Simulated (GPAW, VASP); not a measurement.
An input for GPAW (PBE, GPAW PAW datasets PBE (gpaw-data 1.0.1)):

```
from ase import Atoms
from ase.units import GPa
from gpaw import GPAW

atoms = Atoms(['Ge', 'Ge'],
              cell=[[0.000000, 2.794045, 2.794045],
                    [2.794045, 0.000000, 2.794045],
                    [2.794045, 2.794045, 0.000000]],
              positions=[[0.000000, 0.000000, 0.000000],
                         [1.397023, 1.397023, 1.397023]],
              pbc=True)

calc = GPAW(mode={'name': 'pw', 'ecut': 550},
            xc='PBE',
            kpts=(5, 5, 5),
            occupations={'name': 'fermi-dirac', 'width': 0.01},
            nbands=-4,
            convergence={'bands': -2},
            symmetry={'symmorphic': False, 'tolerance': 0.0005},
            maxiter=150,
            txt='-')

atoms.calc = calc

energy = atoms.get_potential_energy()
print('Energy (eV):', round(energy, 6))
forces = atoms.get_forces()
print('Forces (eV/Ang):')
print(forces.round(5))
stress = atoms.get_stress()
print('Stress (GPa, Voigt):', (stress / GPa).round(4))
```

Task: Write the VASP files for the same calculation.

Result: One set of files that does it:

**POSCAR**
```
Ge
3.9513760
  0.0000000000   0.7071068408   0.7071068408
  0.7071068408   0.0000000000   0.7071068408
  0.7071068408   0.7071068408   0.0000000000
Ge
2
Cart
  0.0000000000   0.0000000000   0.0000000000
  0.3535534204   0.3535534204   0.3535534204
```

**INCAR**
```
ALGO  =  Normal
EDIFF  =  1E-6
ENCUT  =  300
GGA  =  PE
ISIF  =  2
ISMEAR  =  -1
LASPH  =  .TRUE.
LCHARG  =  .FALSE.
LMAXMIX  =  4
LREAL  =  .FALSE.
LWAVE  =  .FALSE.
NELM  =  100
PREC  =  Accurate
SIGMA  =  0.01
SYSTEM  =  Ge
```

**KPOINTS**
```
Automatic mesh
0
Gamma
5 5 5
0 0 0
```

POTCAR, in this order: Ge_d (PBE.64 set). Program: vasp_std.

The two runs describe the same crystal, functional and task. Each code takes its own potentials, basis and convergence tests.

The structure is a typed Ge crystal (Fd-3m). The cell was not relaxed at this level, and its volume differs by -5.9 % from the start's.
